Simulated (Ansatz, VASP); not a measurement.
# PtSe2: VASP beside Ansatz

Aim: how closely do two programs agree when they are given the same cell, functional and k mesh? The structure shown is the start of the Ansatz relaxation below; VASP solves that cell, so the two are compared at the walk's first step.

Method: plane waves, with VASP 6.6.1 beside it; single point at PBE, in Ansatz 0.2.0.

## 1. Starting point

The cell holds 3 atoms: 1 Pt and 2 Se. Cell: a = 3.636 Å, b = 3.718 Å, c = 30.460 Å, α = 90.0°, β = 90.0°, γ = 119.3°. Vacuum lies along c.

## 2. Ansatz: relaxation, PBE

Ansatz runs on its PAW soft_1 files.

The two programs are compared at the cell with which this relaxation starts, whose forces are those of its first step.

input.yaml

```yaml
crystal:
  lattice:
    - [3.6356522759, 0.0, 0.0]
    - [-1.817826138, 3.2430242472, 0.0]
    - [0.0, 0.0, 30.46]
  atoms:
    - { symbol: Pt, position: [0.3372204302, 0.6744408604, 0.3282994091] }
    - { symbol: Se, position: [0.6647231182, 0.3294462364, 0.3759409911] }
    - { symbol: Se, position: [0.6647231182, 0.3294462364, 0.280657827] }
  periodic: [true, true, false]
kpoints:
  mp_grid: { grid: [15, 15, 1] }
hamiltonian:
  xc: pbe
  pseudopotentials: { kind: paw, azcp: { folder: soft_1 } }
scf:
  occupations: { method: methfessel_paxton, width: 0.2 }
output:
  forces: true
  stress: true
  eigenvalues: true
relax:
  adjacent_minimum: "off"
  f_tol: 0.001
  max_steps: 60
```

Launch:

```sh
ansatz run input.yaml --threads 4 --pin off --max-ram 16384MiB --backend cpu --events-out ev --progress --plain --runs-dir out
```

Numbers of over 12 decimals in the logs are rounded to 6 here.

The program printed:

```text
Warning: output.stress: scf.convergence.dr2_threshold = 1e-9 eV (the default of a walk held to its f_tol) is looser than the 3e-10 eV advised for a printed stress (1e-10 eV for each atom of the cell: 3). What an SCF threshold leaves in a stress goes as its square root, and in the free energy as the threshold itself, and one threshold admits the most on a small cell: [figures from the program's tests cut] Every solve  [...]
Engine: ansatz 0.2.0, aarch64-unknown-linux-gnu
Pseudopotentials: kind: paw
Pseudopotential: Pt, paw, valence charge 18, recommended cutoff 420 eV (normal), soft_1/Pt.paw.azcp
Pseudopotential: Se, paw, valence charge 16, recommended cutoff 420 eV (normal), soft_1/Se.paw.azcp
Functional definition: PBE
  parameter kappa = 0.804
  parameter beta = 0.066725
  exchange = pbe_x(kappa = kappa, mu = beta*pi^2/3)
  correlation = pbe_c(beta = beta)
Crystal: 3 atoms, lattice volume = 359.139 Å³
Basis set: ecut = 420 eV, 7009 PW (Γ), exchange–correlation on 50×50×432 points (8 copies of the dense FFT grid, shifted against one another)
Bands: 30, of which v1, the nominal top of the filled ones, is band 25 counted from 1 (24 counted from 0)
Symmetry: 4 space group operations
Space group: Amm2 (ITA 38), of the structure as read, at distance tolerance 7.1e-5 Å
k-points: 64 of 225 (time reversal used)
Non-local potential: Pt, projectors of the file, l = 0: 3, l = 1: 2, l = 2: 2, l = 3: 1
Non-local potential: Se, projectors of the file, l = 0: 2, l = 1: 2, l = 2: 3, l = 3: 1
PAW form: soft (Blöchl's): semilocal exchange-correlation on the pseudo side does not see the compensation charge
PAW one-centre angular grid: Pt, 590 points (default); XC on 64 Gauss nodes
PAW one-centre angular grid: Se, 590 points (default); XC on 64 Gauss nodes
Initial density: superposition of atomic densities (neutral atoms: chi_scale 0, normalization atom)
Initial wavefunctions: pseudopotential atomic-orbital guess
Functional: x = pbe(κ = 0.804, μ = 0.219515), c = pbe(β = 0.066725)
SCF iter   1: F=—  HF=-23463.225355 eV  |F-HF|=—  |Δ(HF+E_count)|=         —  Δρ=2.77e-2  dr2=3.02e0  ethr=3.10e-3  ⟨swp⟩=11.4  Hψ=10886  notcnv=0
preconditioner: auto → LDOS  [metal: Δε(μ)=0.013 eV  Ē_g=8.729 eV  σ=0.200 eV  W_gap=0.05  n_scr=24 (ndim 8)  ℏωp=9.2 eV  f_vac=0.781  D(μ)=2.49/eV (n_scr^D=10)  β→1.0]
SCF iter   2: F=—  HF=-23462.767893 eV  |F-HF|=—  |Δ(HF+E_count)|=   4.57e-1  S|Δr|=    0.00e0  Δρ=7.89e-3  dr2=2.42e-1  ethr=3.10e-3  ⟨swp⟩=3.0  Hψ=5021  notcnv=0
SCF iter   3: F=—  HF=-23462.712229 eV  |F-HF|=—  |Δ(HF+E_count)|=   5.57e-2  S|Δr|=    0.00e0  Δρ=3.52e-3  dr2=5.79e-2  ethr=4.85e-4  ⟨swp⟩=3.0  Hψ=4462  notcnv=0
SCF iter   4: F=—  HF=-23462.696099 eV  |F-HF|=—  |Δ(HF+E_count)|=   1.61e-2  S|Δr|=    0.00e0  Δρ=1.39e-3  dr2=8.08e-3  ethr=1.16e-4  ⟨swp⟩=4.0  Hψ=5077  notcnv=0
SCF iter   5: F=—  HF=-23462.694503 eV  |F-HF|=—  |Δ(HF+E_count)|=   1.60e-3  S|Δr|=    0.00e0  Δρ=2.47e-4  dr2=2.61e-4  ethr=1.62e-5  ⟨swp⟩=2.6  Hψ=3169  notcnv=0
SCF iter   6: F=—  HF=-23462.694512 eV  |F-HF|=—  |Δ(HF+E_count)|=   8.69e-6  S|Δr|=    0.00e0  Δρ=4.58e-5  dr2=1.20e-5  ethr=5.21e-7  ⟨swp⟩=2.8  Hψ=3656  notcnv=0
SCF iter   7: F=—  HF=-23462.694614 eV  |F-HF|=—  |Δ(HF+E_count)|=   1.02e-4  S|Δr|=    0.00e0  Δρ=7.23e-6  dr2=2.20e-7  ethr=2.41e-8  ⟨swp⟩=3.2  Hψ=3517  notcnv=0
SCF iter   8: F=-23462.694614 eV  HF=-23462.694614 eV  |F-HF|=4.52e-8  |Δ(HF+E_count)|=   3.65e-7  S|Δr|=    0.00e0  Δρ=1.64e-6  dr2=1.28e-8  ethr=2.00e-10  ⟨swp⟩=15.3  Hψ=12501  notcnv=0
SCF 1 converged in 8 iterations: F = -23462.694614 eV  dr2 = 1.28e-8
  greatest PAW one-centre occupation: 1.000 electrons in one spin orbital (limit 2), on the Pt atom at site 0 (counted from 0), in its partial waves of l = 0
relax step   1: F+E_penalty+E_count = -23462.69461431 eV  Δ(F+E_penalty+E_count) = +0.000e0 eV  max|allowed force component| = 1.158e-1 eV/Å  Δτ_max = 0.0000 Å  (8 SCF iters, dr2 threshold 1.00e-7 eV, accepted)
[...]
relax step   2: F+E_penalty+E_count = -23462.69567865 eV  Δ(F+E_penalty+E_count) = -1.064e-3 eV  max|allowed force component| = 7.848e-2 eV/Å  Δτ_max = 0.0188 Å  (5 SCF iters, dr2 threshold 8.39e-7 eV, accepted)
[...]
relax step   3: F+E_penalty+E_count = -23462.69632221 eV  Δ(F+E_penalty+E_count) = -6.436e-4 eV  max|allowed force component| = 4.232e-2 eV/Å  Δτ_max = 0.0066 Å  (4 SCF iters, dr2 threshold 3.85e-7 eV, accepted)
[...]
relax step   4: F+E_penalty+E_count = -23462.69645823 eV  Δ(F+E_penalty+E_count) = -1.360e-4 eV  max|allowed force component| = 2.984e-2 eV/Å  Δτ_max = 0.0024 Å  (3 SCF iters, dr2 threshold 5.21e-7 eV, accepted)
[...]
relax step   5: F+E_penalty+E_count = -23462.69658368 eV  Δ(F+E_penalty+E_count) = -1.254e-4 eV  max|allowed force component| = 8.618e-4 eV/Å  Δτ_max = 0.0054 Å  (4 SCF iters, dr2 threshold 2.59e-7 eV, accepted)
[...]
relax step   6: F+E_penalty+E_count = -23462.69658370 eV  Δ(F+E_penalty+E_count) = -1.854e-8 eV  max|allowed force component| = 8.540e-4 eV/Å  Δτ_max = 0.0000 Å  (4 SCF iters, accepted)
SCF converged after 4 iterations
Stability not checked: this state was not tested for a lower state beside it, because cold or Methfessel-Paxton smearing, or corrected tetrahedra, fill the levels in a way that the test cannot read (fill_not_monotonic; see scf.lower_state_search)
Free energy (F): -23462.696584 eV
Harris-Foulkes:  -23462.696584 eV  (|F-HF|=1.34e-9)
Internal energy: -23462.694273 eV  (E = F + TS)
E sigma→0 (E₀):  -23462.696006 eV
Entropy (-TS):   -0.002310 eV (-0.770 meV/atom)
Fermi energy:    -4.674846 eV
Step filling:    the computed levels leave a gap of 0.0192 eV = 0.1 smearing widths at the electron count; against every level under it full and every level over it empty, smearing changes F+E_penalty+E_count by -1.426 meV and its σ→0 estimate by -0.849 meV
--- Per-component energies (eV) ---
  E_band       = -1841.878544
  E_kinetic    = 814.689782
  E_local      = -125881.119226  (includes V_loc(G=0)·N_el)
  E_nonlocal   = -502.815786
  E_hartree    = 62436.373731
  E_xc         = -400.286830
  E_vxc        = -449.113059  (∫ρ·V_xc dr)
  E_paw        = -13745.269588  (= ΣΔE_a)
  E_vpaw       = -696.265920  (= ΣTr[D̂ρ^β])
  E_aug_tail   = 0.000370  (compensation charges beyond the density's cutoff)
  E_ewald      = 53815.733275
  E_smearing   = -0.002310  (= −TS)
  E_closure    = -0.000000  (closes the sum)
  Σ components = -23462.696584   (vs F -23462.696584, Δ=0.00e0)
--- Forces (eV/Å), atoms counted from 1 ---
  atom   1  Pt    -0.00000000     0.00014312     0.00000000
  atom   2  Se     0.00000000    -0.00006748    -0.00085399
  atom   3  Se     0.00000000    -0.00006748     0.00085399
  max |Σ_I F_I| component: 8.17e-6 eV/Å
--- 2D stress c σ (N/m, compression-positive) ---
       -0.541618       0.000000       0.000000
        0.000000      -0.920409       0.000000
        0.000000       0.000000       0.000000
  P = ½ c Tr σ = -0.7310 N/m
--- Band table (eV; the first three rows and the last of 64) ---
  k-point 0: bands = [... 21 lower, -7.0919, -5.9611, -4.2618, -4.1403, -4.0657, -3.7899, -2.2587, -0.4306, ... 1 higher]
  k-point 1: bands = [... 21 lower, -7.1517, -5.9152, -4.3650, -4.2467, -4.2144, -3.8944, -1.9630, -0.3723, ... 1 higher]
  k-point 2: bands = [... 21 lower, -7.3275, -5.8502, -4.7968, -4.6014, -4.1792, -4.0861, -1.3487 (-1.3487°), -0.2085, ... 1 higher]
  k-point 63: bands = [... 21 lower, -8.0867, -7.1000, -6.7473, -5.6383, -4.2719, -3.4582, -0.4592, 1.3650, ... 1 higher]
  ° read free of the cell's end (the report's vacuum.weakly_bound_levels)
--- Relaxed structure (6 steps of the walk, 6 accepted, 0 SCFs on fresh bases) ---
  F+E_penalty+E_count = -23462.69658370 eV   max|allowed force component| = 8.540e-4 eV/Å
  cell:  # Å, volume = 359.1389 Å³
    - [3.6356522759, 2.8026708270614156e-11, 0.0]
    - [-1.817826137975, 3.243024, 0.0]
    - [0.0, 0.0, 30.46]
  atoms:
    - { symbol: Pt, position: [0.339210, 0.678420, 0.328299] }
    - { symbol: Se, position: [0.663728, 0.327457, 0.375569] }
    - { symbol: Se, position: [0.663728, 0.327457, 0.281029] }
```

Reading the cycles: dr2 is the Hartree energy of the density residual (eV), the measure of convergence; HF is the Harris–Foulkes estimate of the energy, which meets the free energy F at convergence.

## 3. VASP: single point, PBE, start cell, pair 1

The same cell, functional, mesh and smearing now go to VASP, with its own data sets.

Lines of VASP's logs that name or quote its potential files are left out, and so is its time.

INCAR

```
SYSTEM = PtSe2
PREC = Accurate
ENCUT = 400
EDIFF = 1E-06
NELM = 120
ISMEAR = 1
SIGMA = 0.2
LREAL = .FALSE.
ALGO = Normal
GGA = PE
NBANDS = 17
LASPH = .TRUE.
LORBIT = 11
LWAVE = .FALSE.
LCHARG = .FALSE.
ISIF = 2
LDIPOL = .TRUE.
IDIPOL = 3
DIPOL = 0.5 0.5 0.328
LVHAR = .TRUE.
GGA_COMPAT = .FALSE.
NELMDL = -8
KPAR = 2
```

POSCAR

```
PtSe2
1.0
    3.6356522759      0.0000000000      0.0000000000
   -1.8178261380      3.2430242472      0.0000000000
    0.0000000000      0.0000000000     30.4600000000
Pt Se
1 2
Direct
    0.3372204204      0.6744408408      0.3282994091
    0.6647230977      0.3294461954      0.3759410047
    0.6647230977      0.3294461954      0.2806578136
```

KPOINTS

```
Automatic mesh
0
Gamma
15 15 1
0 0 0
```

The projector-augmented-wave data sets are Pt and Se (PBE family, release 64).

Launch:

```sh
mpirun -np 2 vasp_std
```

The program printed:

```text
[banner, memory and clock lines left out]
running    2 mpi-ranks, on    1 nodes
 distrk:  each k-point on    1 cores,    2 groups
 distr:  one band on    1 cores,    1 groups

 POSCAR found type information on POSCAR PtSe
 POSCAR found :  2 types and       3 ions
 LDA part: xc-table for (Slater+PW92), standard interpolation
 POSCAR, INCAR and KPOINTS ok, starting setup
 FFT: planning ... GRIDC
 FFT: planning ... GRID_SOFT
 FFT: planning ... GRID
 WAVECAR not read
 entering main loop
       N       E                     dE             d eps       ncg     rms          rms(c)
DAV:   1     0.159752166853E+03    0.15975E+03   -0.59792E+03  2184   0.736E+02
DAV:   2     0.490733372598E+01   -0.15484E+03   -0.14678E+03  3667   0.146E+02
DAV:   3    -0.131649299091E+02   -0.18072E+02   -0.17892E+02  2683   0.641E+01
DAV:   4    -0.134716109447E+02   -0.30668E+00   -0.30530E+00  2864   0.989E+00
DAV:   5    -0.134763812824E+02   -0.47703E-02   -0.47689E-02  2962   0.118E+00
DAV:   6    -0.134765214658E+02   -0.14018E-03   -0.14018E-03  2997   0.192E-01
DAV:   7    -0.134765269088E+02   -0.54430E-05   -0.54431E-05  3229   0.324E-02
DAV:   8    -0.134765270449E+02   -0.13609E-06   -0.13583E-06  2568   0.400E-03    0.120E+01
DAV:   9    -0.131597162906E+02    0.31681E+00   -0.47813E+00  2925   0.159E+01    0.813E+00
DAV:  10    -0.130297088204E+02    0.13001E+00   -0.19017E+00  2680   0.126E+01    0.349E+00
DAV:  11    -0.129214266629E+02    0.10828E+00   -0.33446E-01  2650   0.473E+00    0.401E-01
DAV:  12    -0.129210683088E+02    0.35835E-03   -0.24014E-02  2774   0.106E+00    0.206E-01
DAV:  13    -0.129210310448E+02    0.37264E-04   -0.10673E-03  2770   0.220E-01    0.971E-02
DAV:  14    -0.129210037675E+02    0.27277E-04   -0.87314E-05  2868   0.590E-02    0.344E-02
DAV:  15    -0.129209994306E+02    0.43370E-05   -0.29088E-05  2866   0.351E-02    0.123E-02
DAV:  16    -0.129210206531E+02   -0.21223E-04   -0.12366E-05  2662   0.161E-02    0.569E-03
DAV:  17    -0.129210396778E+02   -0.19025E-04   -0.22537E-06  2134   0.767E-03    0.416E-03
DAV:  18    -0.129210750285E+02   -0.35351E-04   -0.67607E-06  2236   0.791E-03    0.323E-03
DAV:  19    -0.129210893759E+02   -0.14347E-04   -0.11707E-06  2270   0.506E-03    0.167E-03
DAV:  20    -0.129211023655E+02   -0.12990E-04   -0.65172E-07  1986   0.291E-03    0.132E-03
DAV:  21    -0.129211078759E+02   -0.55104E-05   -0.26360E-07  2216   0.222E-03    0.111E-03
DAV:  22    -0.129211089098E+02   -0.10339E-05   -0.22532E-08  2409   0.694E-04    0.478E-04
DAV:  23    -0.129211104198E+02   -0.15100E-05   -0.36296E-08  2175   0.676E-04    0.312E-04
DAV:  24    -0.129211109123E+02   -0.49246E-06   -0.11244E-08  2274   0.377E-04
   1 F= -.12921111E+02 E0= -.12920352E+02  d E =-.227696E-02
```

From OUTCAR (step 3):

```text
ion  position               nearest neighbor table
   1  0.337  0.674  0.328-   3 2.57   2 2.57   3 2.58   3 2.58   2 2.58   2 2.58
   2  0.665  0.329  0.376-   1 2.57   1 2.58   1 2.58
   3  0.665  0.329  0.281-   1 2.57   1 2.58   1 2.58

  LATTYP: Found a base centered orthorhombic cell.
 ALAT       =     3.6356522759
 B/A-ratio  =     1.7840123318
 C/A-ratio  =     8.3781389661

 Subroutine GETGRP returns: Found  4 space group operations
 (whereof  2 operations were pure point group operations)

The static configuration has the point symmetry C_1h.
 The point group associated with its full space group is C_2v.

 Found     64 irreducible k-points:

   k-points           NKPTS =     64   k-points in BZ     NKDIM =     64   number of bands    NBANDS=     17

   dimension x,y,z NGX =    24 NGY =   24 NGZ =  200
   dimension x,y,z NGXF=    48 NGYF=   48 NGZF=  400

   ENCUT  =  400.0 eV  29.40 Ry    5.42 a.u.   5.93  6.06 49.67*2*pi/ulx,y,z

   NELECT =      22.0000    total number of electrons

 k-points in reciprocal lattice and weights: Automatic mesh
   0.00000000  0.00000000  0.00000000       0.004
   0.06666667  0.00000000  0.00000000       0.018
   0.13333333  0.00000000  0.00000000       0.018
   0.20000000  0.00000000  0.00000000       0.018
   0.26666667  0.00000000  0.00000000       0.018
   0.33333333  0.00000000  0.00000000       0.018
   0.40000000  0.00000000  0.00000000       0.018
   0.46666667  0.00000000  0.00000000       0.018
   0.00000000  0.06666667  0.00000000       0.009
[...]
0.00000000  0.46666667  0.00000000       0.009
   0.06666667  0.46666667  0.00000000       0.009

 dipolmoment           0.000000      0.000000      0.000002 electrons x Angstroem

 average (electrostatic) potential at core
       1 -77.3238       2 -62.1479       3 -62.1479

 E-fermi :  -2.8285

 k-point     1 :       0.0000    0.0000    0.0000
  band No.  band energies     occupation
    ...
      5      -7.6210      2.00000
      6      -7.1352      2.00000
      7      -6.9056      2.00000
      8      -5.2543      2.00000
      9      -4.1383      2.00000
     10      -2.3483     -0.00356
     11      -2.2839     -0.00081
     12      -2.2419     -0.00027
     13      -1.9737     -0.00000
     14      -0.3937     -0.00000
    ...

 k-point     2 :       0.0667    0.0000    0.0000
  band No.  band energies     occupation
    ...
      5      -7.6345      2.00000
      6      -7.1703      2.00000
      7      -6.9481      2.00000
      8      -5.3034      2.00000
      9      -4.0855      2.00000
     10      -2.5219     -0.05231
     11      -2.3823     -0.00707
     12      -2.2516     -0.00035
     13      -2.1759     -0.00004
     14      -0.0840     -0.00000
    ...

 k-point     3 :       0.1333    0.0000    0.0000
  band No.  band energies     occupation
    ...
      7      -7.0633      2.00000
      8      -5.4496      2.00000
      9      -4.0018      2.00000
     10      -2.8805      1.42388
     11      -2.7750      0.56434
     12      -2.5075     -0.04568
     13      -2.1391     -0.00001
     14       0.5289     -0.00000
     15       1.6899      0.00000
     16       1.7548      0.00000
    ...

  Total       -0.5459007     -1.0950892     -0.3617267      0.0000000      0.0000000      0.0000000
  in kB       -2.4353522     -4.8853719     -1.6137218      0.0000000      0.0000000      0.0000000
  external PRESSURE =      -2.9781486 kB  Pullay stress =       0.0000000 kB

  energy-cutoff  :      400.00
  volume of cell :      359.14
      direct lattice vectors                 reciprocal lattice vectors
     3.635652276  0.000000000  0.000000000     0.275053807  0.154177077  0.000000000
    -1.817826138  3.243024247  0.000000000     0.000000000  0.308354155  0.000000000
     0.000000000  0.000000000 30.460000000     0.000000000  0.000000000  0.032829941

 POSITION                                       TOTAL-FORCE (eV/Angst)
 -----------------------------------------------------------------------------------
     -0.00000      2.18723     10.00000        -0.000000      0.060541      0.000000
      1.81783      1.06840     11.45116         0.000000     -0.030270     -0.115270
      1.81783      1.06840      8.54884         0.000000     -0.030270      0.115270
 -----------------------------------------------------------------------------------
    total drift:                                0.000000      0.000034      0.000037

  FREE ENERGIE OF THE ION-ELECTRON SYSTEM (eV)
  ---------------------------------------------------
  free  energy   TOTEN  =       -12.9211109123 eV

  energy  without entropy=      -12.9188339492  energy(sigma->0) =      -12.92035192

 vacuum level on the upper side and lower side of the slab         1.873         1.873

 total charge
# of ion       s       p       d       tot
------------------------------------------
    1        0.615   0.582   8.052   9.249
    2        1.494   2.155   0.056   3.706
    3        1.494   2.155   0.056   3.706
--------------------------------------------------
tot          3.603   4.892   8.164  16.660

[... 3 further parts left out ...]
```

The run ends at a pressure of -0.30 GPa, with forces up to 0.12 eV/Å.

## 4. Side by side

Known differences besides the potentials themselves: Ansatz cuts the interaction across the vacuum, VASP repeats the sheet with a dipole correction; the data sets hold 50 valence electrons in Ansatz (on its PAW soft_1 files) and 22 in VASP; the cutoff is 420 eV in Ansatz and 400 eV in VASP. Total energies have different zeros and are not compared.

Forces (eV/Å; atoms numbered as in POSCAR):

```
atom         Ansatz x, y, z           VASP x, y, z
 Pt1    0.000, 0.062, 0.000    0.000, 0.061, 0.000
 Se2  0.000, -0.031, -0.116  0.000, -0.030, -0.115
 Se3   0.000, -0.031, 0.116   0.000, -0.030, 0.115
```

The forces differ by 0.6 meV/Å r.m.s., which is 1.1 % of the r.m.s. force of 0.060 eV/Å (both taken over all components). With vacuum in the cell, a pressure given here is an average over mostly empty space and none of the material.

## 5. Ansatz: relaxation, PBE

The two programs are compared at the cell with which this relaxation starts, whose forces are those of its first step.

The structure compared here is the start of the Ansatz relaxation; VASP solves that cell, so the two are compared at the walk's first step.

input.yaml, the sections that differ from step 2:

```yaml
crystal:
  lattice:
    - [3.7810783671, 0.0, 0.0]
    - [-1.8905391835, 3.1485672303, 0.0]
    - [0.0, 0.0, 30.46]
  atoms:
    - { symbol: Pt, position: [0.3279079153, 0.6558158307, 0.3282994091] }
    - { symbol: Se, position: [0.6693793757, 0.3387587514, 0.3755692645] }
    - { symbol: Se, position: [0.6693793757, 0.3387587514, 0.2810295537] }
  periodic: [true, true, false]
# kpoints, hamiltonian, scf, output, relax: as in step 2
```

Launch:

```sh
ansatz run input.yaml --threads 4 --pin off --max-ram 16384MiB --backend cpu --events-out ev --progress --plain --runs-dir out
```

The program printed:

```text
[...]
Crystal: 3 atoms, lattice volume = 362.626 Å³
Basis set: ecut = 420 eV, 7081 PW (Γ), exchange–correlation on 54×50×432 points (8 copies of the dense FFT grid, shifted against one another)
Bands: 30, of which v1, the nominal top of the filled ones, is band 25 counted from 1 (24 counted from 0)
Symmetry: 4 space group operations
[...]
F+E_penalty+E_count = -23462.68696355 eV   max|allowed force component| = 3.417e-4 eV/Å
  cell:  # Å, volume = 362.6257 Å³
    - [3.7810783671, -3.0022243750163874e-11, 0.0]
    - [-1.890539183525, 3.148567, 0.0]
    - [0.0, 0.0, 30.46]
  atoms:
    - { symbol: Pt, position: [0.326264, 0.652529, 0.3282994091] }
    - { symbol: Se, position: [0.670201, 0.340402, 0.375195] }
    - { symbol: Se, position: [0.670201, 0.340402, 0.281404] }
[key lines of the parts left out:]
SCF converged after 3 iterations
Free energy (F): -23462.686964 eV
Fermi energy:    -4.657209 eV
P = ½ c Tr σ = -0.9572 N/m
```

(Part 1 of 2 ends here.)

[Lines on the potential files, build, host, timing and source positions are cut from VASP's logs without a mark.]

[Logs are printed without paths, hosts, clocks, repeated set-up lines and the standing remarks that a program may print on its own settings, such as how far it seeks lower states.]

[Hosts, paths, dates, database ids (printed as entryN), source tags and the programs' standing remarks are cut or masked in the printed files.]
